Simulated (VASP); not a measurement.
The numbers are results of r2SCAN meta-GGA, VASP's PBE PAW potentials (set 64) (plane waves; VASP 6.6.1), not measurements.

Input for VASP

**INCAR**
```
SYSTEM = HfSi
PREC = Accurate
ENCUT = 400
EDIFF = 1E-6
NELM = 100
ALGO = Normal
LREAL = .FALSE.
LASPH = .TRUE.
ISMEAR = 1
SIGMA = 0.1
METAGGA = R2SCAN
LMIXTAU = .TRUE.
LMAXMIX = 6
LWAVE = .FALSE.
LCHARG = .FALSE.
IBRION = 2
ISIF = 3
NSW = 60
EDIFFG = -0.01
```

POSCAR:
```
HfSi
1
    3.2487750000     0.0000000000     0.0000000000
    0.0000000000     3.2487750000     0.0000000000
    0.0000000000     0.0000000000     3.2487750000
Hf Si
1 1
Direct
  0.0000000000   0.0000000000   0.0000000000
  0.5000000000   0.5000000000   0.5000000000
```

KPOINTS:
```
Automatic
0
G
10 10 10
0 0 0
```

POTCAR, in this order: Hf_pv Si (PBE.64 set). Program: vasp_std.

Task: What will the output report for the number of irreducible k-points (NKPTS), number of bands (NBANDS), largest plane-wave count, number of space-group operations, FFT grid (NGX, NGY, NGZ)?

Result: 
number of irreducible k-points (NKPTS): 56
number of bands (NBANDS): 11
largest plane-wave count: 639
number of space-group operations: 48
FFT grid (NGX, NGY, NGZ): 24 × 24 × 24

The structure was generated: HfSi was put into the CsCl type (Pm-3m), which need not be its known phase. This run relaxes it. Symmetry was kept, so distortions that lower it aren't found.
